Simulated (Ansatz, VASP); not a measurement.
# SnPt: VASP beside Ansatz, part 2 of 2

Aim: how closely do two programs agree when they are given the same cell, functional and k mesh? The cell is generated by rule, not measured, and may not be a known phase. Of the first pair: The cell is taken from a series of runs on this material, whose earlier steps may have relaxed, scaled, displaced or heated it; both programs get it as it stands.

VASP 6.6.1 and Ansatz 0.2.0.

So far: Starting point; Ansatz: zone-centre phonons, LDA; VASP: zone-centre phonons, LDA; Comparison.

## Step 5: VASP: relaxation of cell and atoms, LDA

Level of this step: LDA; plane waves and PAW (Pt, Sn_d); invented cell (VASP).

The relaxed volume is the usual yardstick between codes: in a stiff, nearly cubic crystal its relative difference is about their pressure difference at one cell divided by the bulk modulus. This pair takes another cell of the material, with 8 atoms against 2 for the pair before.

Contents of INCAR:

```
SYSTEM = SnPt
PREC = Accurate
ENCUT = 500
EDIFF = 1E-07
NELM = 120
ISMEAR = 1
SIGMA = 0.15
LREAL = .FALSE.
ALGO = Normal
GGA = PW92
NBANDS = 59
LASPH = .TRUE.
LORBIT = 11
LWAVE = .FALSE.
LCHARG = .FALSE.
ISIF = 3
IBRION = 2
NSW = 80
EDIFFG = -0.005
GGA_COMPAT = .FALSE.
NELMIN = 4
KPAR = 2
```

Contents of POSCAR:

```
SnPt
1.0
    0.0000000000      0.0000000642     -5.2987315035
    5.2987315035      0.0000000642      0.0000000000
    2.6493652367     -6.5281720848     -2.6493652367
Pt Sn
4 4
Direct
    0.6745051688      0.1745052535      0.5040759350
    0.3214188960      0.8214188114      0.5040759351
    0.5754948312      0.4285811886      0.9959239802
    0.9285812733      0.0754947465      0.9959239802
    0.6249999577      0.6249999577      0.2500000423
    0.1250000423      0.1250000423      0.2500000423
    0.3193829548      0.8193828702      0.8612341419
    0.9306170452      0.4306171298      0.6387657734
```

Contents of KPOINTS:

```
Automatic mesh
0
Gamma
6 6 6
0 0 0
```

PAW data sets: Pt and Sn_d (LDA family, release 64).

Run with:

```sh
$ mpirun -np 2 vasp_std
```

Numbers of over 12 decimals in the logs are rounded to 6 here.

The log of the run:

```text
[banner, memory and clock lines left out]
running    2 mpi-ranks, on    1 nodes
[...]
[... a notice as in an earlier step ...]

 LDA part: xc-table for (Slater(with rela. corr.)+PW92), standard interpolation
 POSCAR, INCAR and KPOINTS ok, starting setup
[...]
entering main loop
       N       E                     dE             d eps       ncg     rms          rms(c)
DAV:   1     0.115029781736E+04    0.11503E+04   -0.42366E+04  3921   0.227E+03
DAV:   2     0.155310208561E+03   -0.99499E+03   -0.95651E+03  3564   0.688E+02
DAV:   3    -0.365608809999E+02   -0.19187E+03   -0.17807E+03  3839   0.217E+02
DAV:   4    -0.503513490883E+02   -0.13790E+02   -0.13359E+02  4117   0.635E+01
[...]
DAV:  12    -0.494431301309E+02    0.90887E-06   -0.32345E-05  4716   0.539E-02    0.619E-03
DAV:  13    -0.494431301474E+02   -0.16511E-07   -0.31246E-06  4339   0.125E-02    0.203E-03
DAV:  14    -0.494431300994E+02    0.48050E-07   -0.25326E-07  2874   0.541E-03
   1 F= -.49443130E+02 E0= -.49442149E+02  d E =-.494431E+02
[...]
DAV:   6    -0.494431220713E+02    0.62742E-06   -0.15122E-06  3758   0.729E-03    0.140E-03
DAV:   7    -0.494431220634E+02    0.78890E-08   -0.15046E-07  2207   0.286E-03
   2 F= -.49443122E+02 E0= -.49442143E+02  d E =0.803597E-05
 trial-energy change:    0.000008  1 .order   -0.000001   -0.000082    0.000080
 step:   0.4250(harm=  0.5053)  dis= 0.00004  next Energy=   -49.443147 (dE=-0.168E-04)
[...]
N       E                     dE             d eps       ncg     rms          rms(c)
DAV:   1    -0.494436185488E+02   -0.49648E-03   -0.96784E-03  4628   0.811E-01    0.130E-01
DAV:   2    -0.494432146854E+02    0.40386E-03   -0.13355E-03  3890   0.253E-01    0.487E-02
DAV:   3    -0.494431616948E+02    0.52991E-04   -0.11078E-04  4612   0.927E-02    0.222E-02
DAV:   4    -0.494431472438E+02    0.14451E-04   -0.43829E-05  4916   0.544E-02    0.498E-03
DAV:   5    -0.494431467087E+02    0.53507E-06   -0.54437E-06  3871   0.191E-02    0.319E-03
DAV:   6    -0.494431465027E+02    0.20595E-06   -0.49115E-07  3215   0.419E-03    0.810E-04
DAV:   7    -0.494431465018E+02    0.97316E-09   -0.49175E-08  1875   0.158E-03
   3 F= -.49443147E+02 E0= -.49442166E+02  d E =-.164024E-04
[...]
reached required accuracy - stopping structural energy minimisation
```

Parts of OUTCAR (step 5):

```text
  Total       -0.0119777      0.0393734     -0.0119777      0.0000000     -0.0000000     -0.0000000
  in kB       -0.1047492      0.3443346     -0.1047492      0.0000000     -0.0000000     -0.0000000
  external PRESSURE =       0.0449454 kB  Pullay stress =       0.0000000 kB

 POSITION                                       TOTAL-FORCE (eV/Angst)
 -----------------------------------------------------------------------------------
      2.25971     -3.29055     -4.90853         0.000771     -0.002842     -0.000771
      5.68676     -3.29055     -3.03794        -0.000771     -0.002842      0.000771
      4.90853     -6.50116     -5.68676         0.000771      0.002842      0.000771
      3.03794     -6.50116     -7.55735        -0.000771      0.002842     -0.000771
      3.97323     -1.63195     -3.97323         0.000000     -0.000000     -0.000000
      1.32441     -1.63195     -1.32441         0.000000      0.000000      0.000000
      6.62205     -5.62200     -3.97323        -0.000000     -0.001840      0.000000
      3.97323     -4.16971     -6.62205         0.000000      0.001840     -0.000000
 -----------------------------------------------------------------------------------
    total drift:                               -0.001261      0.000386     -0.001175

  FREE ENERGIE OF THE ION-ELECTRON SYSTEM (eV)
  ---------------------------------------------------
  free  energy   TOTEN  =       -49.4431465018 eV

  energy  without entropy=      -49.4402064804  energy(sigma->0) =      -49.44216649

 reached required accuracy - stopping structural energy minimisation

[... 3 further parts left out ...]
[key lines of the parts left out:]
E-fermi :   7.5461
```

The run keeps the 8 symmetry operations of its start, so it cannot find a distortion of lower symmetry.

## Step 6: Ansatz: relaxation of cell and atoms, LDA

Its own start cell and the same functional (in two slightly different forms), mesh and smearing now go to Ansatz, which takes its cutoff from its data sets.

The two relaxations start from unlike cells of this crystal, so only their ends are compared.

Contents of input.yaml:

```yaml
crystal:
  lattice:
    - [0.0, 0.0, -5.9066587008]
    - [5.9066587008, 0.0, 0.0]
    - [2.9533293504, -5.9066587008, -2.9533293504]
  atoms:
    - { symbol: Pt, position: [0.7260899749, 0.2260899749, 0.5] }
    - { symbol: Pt, position: [0.2739100251, 0.7739100251, 0.5] }
    - { symbol: Pt, position: [0.5239100251, 0.4760899749, 0.0] }
    - { symbol: Pt, position: [-0.0239100251, 0.0239100251, 0.0] }
    - { symbol: Sn, position: [0.625, 0.625, 0.25] }
    - { symbol: Sn, position: [0.125, 0.125, 0.25] }
    - { symbol: Sn, position: [0.3479119274, 0.8479119274, 0.8041761453] }
    - { symbol: Sn, position: [0.9020880726, 0.4020880726, 0.6958238547] }
kpoints:
  mp_grid: { grid: [6, 6, 6] }
hamiltonian:
  xc: lda
scf:
  occupations: { method: methfessel_paxton, width: 0.15 }
output:
  forces: true
  stress: true
  eigenvalues: true
relax:
  adjacent_minimum: "off"
  f_tol: 0.002
  max_steps: 120
  cell: { stress_tol: 0.03 }
```

Run with:

```sh
$ ansatz run input.yaml --threads 4 --pin off --max-ram 7168MiB --backend cpu --events-out ev --progress --plain --runs-dir out
```

The log of the run:

```text
[...]
Crystal: 8 atoms, lattice volume = 206.075 Å³
Basis set: ecut = 420 eV, 4035 PW (Γ)
Bands: 77, of which v1, the nominal top of the filled ones, is band 64 counted from 1 (63 counted from 0)
Symmetry: 8 space group operations
[...]
k-points: 30 of 216 (time reversal used)
[...]
- { symbol: Pt, position: [0.674439, 0.174439, 0.504123] }
    - { symbol: Pt, position: [0.321438, 0.821438, 0.504123] }
    - { symbol: Pt, position: [0.575561, 0.428562, -0.00412304] }
    - { symbol: Pt, position: [-0.071438, 0.075561, -0.00412304] }
    - { symbol: Sn, position: [0.625000, 0.625000, 0.250000] }
    - { symbol: Sn, position: [0.125000, 0.125000, 0.250000] }
    - { symbol: Sn, position: [0.319373, 0.819373, 0.861254] }
    - { symbol: Sn, position: [0.930627, 0.430627, 0.638746] }
[key lines of the parts left out:]
SCF converged after 5 iterations
Free energy (F): -72499.590677 eV
Fermi energy:    13.084526 eV
P = ⅓ Tr σ = 0.0042 GPa (0.042 kbar)
```

## Step 7: Comparison

What differs besides the data sets and the points named for the pairs above, as far as they apply: the data sets hold 128 valence electrons in Ansatz (on its default PAW (the set named soft_2) files) and 96 in VASP; Ansatz adds a Pulay correction to the stress that steers its cell, VASP none. Total energies have different zeros and are not compared.

Compared:

| quantity | Ansatz | VASP | difference |
| --- | --- | --- | --- |
| volume (Å³) | 182.74 | 183.20 | -0.25 % |
| edge a after relaxation, in the typed setting (Å) | 5.293 | 5.298 | -0.08 % |
| edge c after relaxation, in the typed setting (Å) | 7.520 | 7.526 | -0.08 % |

## Step 8: Outcome

```json
{
  "r.m.s. difference of the optical zone-centre modes, each program's sorted by frequency (zone-centre phonons, LDA)": "1.7 cm⁻¹",
  "difference in optical mode 1 to 3 (zone-centre phonons, LDA)": "-0.9 %",
  "difference in volume (relaxation of cell and atoms, LDA)": "-0.25 %"
}
```

What this shows: The difference in volume is -0.25 % (relaxation of cell and atoms, LDA), within the 1.2 % picked in this series as the mark of a large difference, as far as the stopping tolerances let one tell. The data sets hold unlike numbers of valence electrons (32 in Ansatz and 24 in VASP and 128 in Ansatz and 96 in VASP), so part of the differences comes from the potentials. Among the rows given in per cent, the largest difference of the zone-centre phonons, LDA pair is in optical mode 1 to 3, -0.9 %. Such differences can come from data sets, numerical settings and the points named under the comparisons, not from the functional's error against experiment.

[Lines on the potential files, build, host, timing and source positions are cut from VASP's logs without a mark.]

[Logs are printed without paths, hosts, clocks, repeated set-up lines and the standing remarks that a program may print on its own settings, such as how far it seeks lower states.]

[Hosts, paths, dates, database ids (printed as entryN), source tags and the programs' standing remarks are cut or masked in the printed files.]
